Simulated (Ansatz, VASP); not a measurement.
# SiCl3: VASP beside Ansatz

Wanted: the spread between two codes on one cell, functional and k mesh. The cell is generated by rule, not measured, and may not be a known phase. The cell is taken from a series of runs on this material, whose earlier steps may have relaxed, scaled, displaced or heated it; both programs get it as it stands.

Method: plane waves, with VASP 6.6.1 beside it; zone-centre phonons at PBE, in Ansatz 0.2.0.

The structure was built from a prototype and need not be the compound's stable phase.

### Step 1. Set-up

It takes space group R3m (No. 160, trigonal). Conventional cell: a = 7.029 Å, b = 7.029 Å, c = 9.903 Å, α = 90.00°, β = 90.00°, γ = 120.00°. Si has 3 Cl at 2.08 Å nearest. Nearest to Cl lie 1 Si at 2.08 Å. Farther neighbours and most contacts between anions are not listed.

### Step 2. Ansatz: zone-centre phonons, PBE

Ansatz runs on norm-conserving files, of PseudoDojo where its log says so.

Second derivatives magnify differences that forces hide, and they need a tight electronic threshold.

Contents of input.yaml:

```yaml
crystal:
  lattice:
    - [3.5142545696, 2.0289558218, 3.3009564388]
    - [-3.5142545696, 2.0289558218, 3.3009564388]
    - [0.0, -4.0579116435, 3.3009564388]
  atoms:
    - { symbol: Si, position: [0.0732972438, 0.0732972438, 0.0732972438] }
    - { symbol: Cl, position: [0.9857636832, 0.9857636832, 0.4665751039] }
    - { symbol: Cl, position: [0.9857636832, 0.4665751039, 0.9857636832] }
    - { symbol: Cl, position: [0.4665751039, 0.9857636832, 0.9857636832] }
kpoints:
  mp_grid: { grid: [9, 9, 9] }
hamiltonian:
  xc: pbe
  pseudopotentials: { kind: nc }
scf:
  occupations: { method: methfessel_paxton, width: 0.2 }
output:
  eigenvalues: true
phonons:
  method: dfpt
```

Command:

```bash
$ ansatz run input.yaml --threads 4 --pin off --max-ram 14336MiB --backend cpu --events-out ev --progress --plain --runs-dir out
```

Numbers of over 12 decimals in the logs are rounded to 6 here.

The log of the run:

```text
zone centre: on kpoints.mp_grid the ground state, and the responses unless they are solved on pairs of k-points, stand on 205 of the mesh's 729 k-points, reduced under 2 symmetry operations, with k and −k counted as one. Each operation leaves every solved displacement unchanged or reverses it
Engine: ansatz 0.2.0, aarch64-unknown-linux-gnu
Pseudopotentials: kind: nc
Pseudopotential: Si, nc, valence charge 4, recommended cutoff 489.804952 eV (normal), Si.nc.azcp
Pseudopotential: Cl, nc, valence charge 7, recommended cutoff 789.130201 eV (normal), Cl.nc.azcp (PseudoDojo's, or run here from an input of PseudoDojo's: the run reads no file of this project's for it)
Functional definition: PBE
  parameter kappa = 0.804
  parameter beta = 0.066725
  exchange = pbe_x(kappa = kappa, mu = beta*pi^2/3)
  correlation = pbe_c(beta = beta)
Crystal: 4 atoms, lattice volume = 141.220 Å³
Basis set: ecut = 789.130201 eV, 7059 PW (Γ), exchange–correlation on 96×96×96 points (8 copies of the dense FFT grid, shifted against one another)
Bands: 17, of which v1, the nominal top of the filled ones, is band 13 counted from 1 (12 counted from 0)
Symmetry: 6 space group operations
k-points: 205 of 729 (irreducible under 2 space group operations, time reversal used)
Non-local potential: Si, projectors of the file, l = 0: 2, l = 1: 2, l = 2: 2
Non-local potential: Cl, projectors of the file, l = 0: 2, l = 1: 2, l = 2: 2
Initial density: superposition of atomic densities (chi_scale 0.1, normalization cell, long waves kept (reshape's long-wave potential 0.04 eV rms))
Initial wavefunctions: pseudopotential atomic-orbital guess
Functional: x = pbe(κ = 0.804, μ = 0.219515), c = pbe(β = 0.066725)
SCF iter   1: F=—  HF=-1457.246994 eV  |F-HF|=—  |Δ(HF+E_count)|=         —  Δρ=2.48e-2  dr2=9.60e-1  ethr=3.10e-3  ⟨swp⟩=8.9  Hψ=27146  notcnv=0
preconditioner: auto → LDOS  [metal: Δε(μ)=0.036 eV  Ē_g=11.413 eV  σ=0.200 eV  W_gap=0.15  n_scr=20 (ndim 8)  ℏωp=15.6 eV  f_vac=0.213  D(μ)=1.36/eV (n_scr^D=6)  β→1.0]
SCF iter   2: F=—  HF=-1457.008919 eV  |F-HF|=—  |Δ(HF+E_count)|=   2.38e-1  S|Δr|=    0.00e0  Δρ=7.48e-3  dr2=1.12e-1  ethr=3.10e-3  ⟨swp⟩=3.9  Hψ=10999  notcnv=0  defer=10
SCF iter   3: F=—  HF=-1456.982494 eV  |F-HF|=—  |Δ(HF+E_count)|=   2.64e-2  S|Δr|=    0.00e0  Δρ=2.23e-3  dr2=1.42e-2  ethr=4.48e-4  ⟨swp⟩=3.8  Hψ=8712  notcnv=0  defer=10
SCF iter   4: F=—  HF=-1456.978774 eV  |F-HF|=—  |Δ(HF+E_count)|=   3.72e-3  S|Δr|=    0.00e0  Δρ=5.13e-4  dr2=3.47e-4  ethr=5.68e-5  ⟨swp⟩=3.0  Hψ=5668  notcnv=0  defer=10
SCF iter   5: F=—  HF=-1456.978695 eV  |F-HF|=—  |Δ(HF+E_count)|=   7.92e-5  S|Δr|=    0.00e0  Δρ=1.62e-4  dr2=4.14e-5  ethr=1.39e-6  ⟨swp⟩=2.2  Hψ=6026  notcnv=0  defer=10
SCF iter   6: F=—  HF=-1456.978699 eV  |F-HF|=—  |Δ(HF+E_count)|=   3.85e-6  S|Δr|=    0.00e0  Δρ=6.97e-5  dr2=8.99e-6  ethr=1.66e-7  ⟨swp⟩=2.6  Hψ=5648  notcnv=0  defer=10
SCF iter   7: F=—  HF=-1456.978701 eV  |F-HF|=—  |Δ(HF+E_count)|=   2.28e-6  S|Δr|=    0.00e0  Δρ=2.83e-5  dr2=1.95e-6  ethr=3.60e-8  ⟨swp⟩=2.6  Hψ=6120  notcnv=0  defer=10
SCF iter   8: F=—  HF=-1456.978791 eV  |F-HF|=—  |Δ(HF+E_count)|=   8.99e-5  S|Δr|=    0.00e0  Δρ=5.60e-6  dr2=4.41e-8  ethr=7.81e-9  ⟨swp⟩=2.3  Hψ=5412  notcnv=0  defer=10
SCF iter   9: F=—  HF=-1456.978791 eV  |F-HF|=—  |Δ(HF+E_count)|=   2.43e-9  S|Δr|=    0.00e0  Δρ=1.09e-6  dr2=2.22e-9  ethr=1.76e-10  ⟨swp⟩=3.0  Hψ=6702  notcnv=0  defer=10
SCF iter  10: F=—  HF=-1456.978791 eV  |F-HF|=—  |Δ(HF+E_count)|=  2.43e-10  S|Δr|=    0.00e0  Δρ=2.37e-7  dr2=1.15e-10  ethr=8.89e-12  ⟨swp⟩=2.4  Hψ=6382  notcnv=0  defer=10
SCF iter  11: F=-1456.978791 eV  HF=-1456.978791 eV  |F-HF|=4.55e-13  |Δ(HF+E_count)|=  3.18e-12  S|Δr|=    0.00e0  Δρ=4.70e-8  dr2=3.58e-12  ethr=1.00e-12  ⟨swp⟩=9.6  Hψ=24492  notcnv=0
SCF 1 converged in 11 iterations: F = -1456.978791 eV  dr2 = 3.58e-12
DFPT response loops at Γ: preconditioner auto → none (partly filled bands, converged f_vac=0.237); β = 0.50; Broyden in place of MSR1
SCF converged after 11 iterations
Stability not checked: this state was not tested for a lower state beside it, because cold or Methfessel-Paxton smearing, or corrected tetrahedra, fill the levels in a way that the test cannot read (fill_not_monotonic; see scf.lower_state_search)
Free energy (F): -1456.978791 eV
Harris-Foulkes:  -1456.978791 eV  (|F-HF|=4.55e-13)
Internal energy: -1456.977231 eV  (E = F + TS)
E sigma→0 (E₀):  -1456.978401 eV
Entropy (-TS):   -0.001560 eV (-0.390 meV/atom)
Fermi energy:    0.683647 eV
--- Per-component energies (eV) ---
  E_band       = -154.789990
  E_kinetic    = 495.130607
  E_local      = -1275.972108  (includes V_loc(G=0)·N_el)
  E_nonlocal   = 201.519025
  E_hartree    = 393.753977
  E_xc         = -406.265513
  E_vxc        = -362.975448  (∫ρ·V_xc dr)
  E_ewald      = -865.143219
  E_smearing   = -0.001560  (= −TS)
  E_closure    = 0.000000  (closes the sum)
  Σ components = -1456.978791   (vs F -1456.978791, Δ=0.00e0)
--- Band table (eV; the first three rows and the last of 205) ---
  k-point 0: bands = [... 9 lower, -2.2950, -2.2950, -1.8189, -0.8549, 4.4981, 5.2050, 6.1021, 6.1021]
  k-point 1: bands = [... 9 lower, -2.3404, -2.2952, -1.8416, -0.7239, 4.5806, 5.2996, 6.0741, 6.1619]
  k-point 2: bands = [... 9 lower, -2.4017, -2.2983, -1.8959, -0.3887, 4.7879, 5.5699, 5.9448, 6.3152]
  k-point 204: bands = [... 9 lower, -1.8002, -1.7809, -1.5768, 2.0533, 3.8575, 4.3501, 4.3952, 6.3346]
--- Phonons (Γ-DFPT): 5 representative perturbations + reference, on 205 of 729 k-points (Σ response iterations 15) ---
  k mesh reduced under 2 symmetry operations, with k and −k counted as one. Each operation leaves every solved displacement unchanged or reverses it
  ASR residual: 1.994e-5 → 0.000e0 eV/Å²; symmetrization residual: 1.328e-6 eV/Å²
  ASR residual per site (eV/Å²): 1.99e-5 1.99e-5 1.99e-5 1.99e-5
  Γ frequencies (cm⁻¹): 0.00 0.00 0.00 49.42 88.56 88.56 163.24 163.24 232.28 408.61 479.25 479.25
  non-analytic LO–TO correction: not included (Born effective charges unavailable; polar crystals: no LO–TO splitting at Γ)
```

Reading the cycles: dr2 is the Hartree energy of the density residual (eV), the measure of convergence; HF is the Harris–Foulkes estimate of the energy, which meets the free energy F at convergence.

(Continued in part 2 of 2.)

[Lines on the potential files, build, host, timing and source positions are cut from VASP's logs without a mark.]

[Logs are printed without paths, hosts, clocks, repeated set-up lines and the standing remarks that a program may print on its own settings, such as how far it seeks lower states.]

[Hosts, paths, dates, database ids (printed as entryN), source tags and the programs' standing remarks are cut or masked in the printed files.]
